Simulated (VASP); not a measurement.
Input for VASP

### POSCAR
```
ZrS2
1
    1.8300000000    -3.1696530000     0.0000000000
    1.8300000000     3.1696530000     0.0000000000
    0.0000000000     0.0000000000     5.8200000000
Zr S
1 2
Direct
  0.0000000000   0.0000000000   0.0000000000
  0.3333330000   0.6666670000   0.2500000000
  0.6666670000   0.3333330000   0.7500000000
```

**INCAR**
```
! general
SYSTEM  = ZrS2
PREC    = Accurate
ENCUT   = 520   ! plane-wave cut-off (eV)
LREAL   = .FALSE.
LASPH   = .TRUE.

! electronic loop
EDIFF   = 1E-6
NELM    = 100   ! most electronic steps
ALGO    = Normal   ! blocked Davidson
LMAXMIX = 4

! smearing
ISMEAR  = 0   ! Gaussian
SIGMA   = 0.05

! ions
IBRION  = 2
NSW     = 60   ! most ionic steps
ISIF    = 3   ! ions, shape and volume
EDIFFG  = -0.01

! output
LWAVE   = .FALSE.
LCHARG  = .FALSE.
```

**KPOINTS**
```
Automatic mesh
0
G
  8 8 4
```

POTCAR, in this order: Zr_sv S (LDA.64 set). Program: vasp_std.

Task: Translate this LDA calculation to Quantum ESPRESSO's pw.x.

Result: One equivalent input (not run):
```
&CONTROL
  calculation = 'vc-relax'
  pseudo_dir = './pseudo'
  outdir = './out'
  tprnfor = .true.
  tstress = .true.
  nstep = 60
  forc_conv_thr = 0.00039
/
&SYSTEM
  ibrav = 0
  nat = 3
  ntyp = 2
  ecutwfc = 70
  occupations = 'smearing'
  smearing = 'gaussian'
  degauss = 0.003675
  input_dft = 'pz'
/
&ELECTRONS
  conv_thr = 7.3e-08
  electron_maxstep = 100
/
&IONS
/
&CELL
/
ATOMIC_SPECIES
  Zr 91.224 Zr.upf
  S 32.060 S.upf
CELL_PARAMETERS angstrom
     1.8300000   -3.1696530    0.0000000
     1.8300000    3.1696530    0.0000000
     0.0000000    0.0000000    5.8200000
ATOMIC_POSITIONS crystal
  Zr   0.0000000  0.0000000  0.0000000
  S    0.3333330  0.6666670  0.2500000
  S    0.6666670  0.3333330  0.7500000
K_POINTS automatic
  8 8 4 0 0 0
```
Limits of the translation: the potentials are each code's own (VASP's PAW set, PseudoDojo norm-conserving files in pw.x), so ENCUT and ecutwfc are chosen apart and not converted; conv_thr bounds pw.x's estimated SCF error, while EDIFF bounds the energy change between steps; forc_conv_thr acts on force components and is met together with etot_conv_thr.

The compound is ZrS2 in the 1T layered structure. This run relaxes it. Symmetry was kept, so distortions that lower it aren't found.
